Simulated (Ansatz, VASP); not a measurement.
## Na2AlTlF6 in VASP and in Ansatz

```
Na Al Tl F
1.0
     0.00000    4.41491    4.41491
     4.41491    0.00000    4.41491
     4.41491    4.41491    0.00000
Na Al Tl F
2 1 1 6
Direct
  0.75000 0.75000 0.75000
  0.25000 0.25000 0.25000
  0.00000 0.00000 0.00000
  0.50000 0.50000 0.50000
  0.79292 0.20708 0.20708
  0.20708 0.20708 0.79292
  0.20708 0.79292 0.79292
  0.20708 0.79292 0.20708
  0.79292 0.20708 0.79292
  0.79292 0.79292 0.20708
```

The cell comes from a database or a generator and needn't be the stable form of this composition.

Alike in both runs: task single point; functional PBE; k mesh 3 × 3 × 3; no spin polarisation.

|  | VASP | Ansatz |
| --- | --- | --- |
| version | VASP 6.6.1 | Ansatz 0.2.0 |
| potentials or method | VASP PAW PBE potentials, release 64 (Na_pv, Al, Tl_d, F) | plane waves, PAW |
| plane-wave cutoff (eV) | 520 | 420 |
| occupations | gaussian, width 0.01 eV | fixed |
| valence electrons in the cell | 72 | 76 |

|  | VASP | Ansatz | Ansatz less VASP |
| --- | --- | --- | --- |
| gap on the k mesh at the Fermi level (eV) | 4.23 | 4.23 | +0.003 |

The two sets of potentials don't hold the same shells in valence.

Caveats: spin-orbit coupling is left out, which as a rule narrows the gap of such compounds by several tenths of an eV; an odd mesh through Γ misses points on the zone boundary, where band edges often lie. PBE gaps usually lie below the measured ones, often by a third to a half.
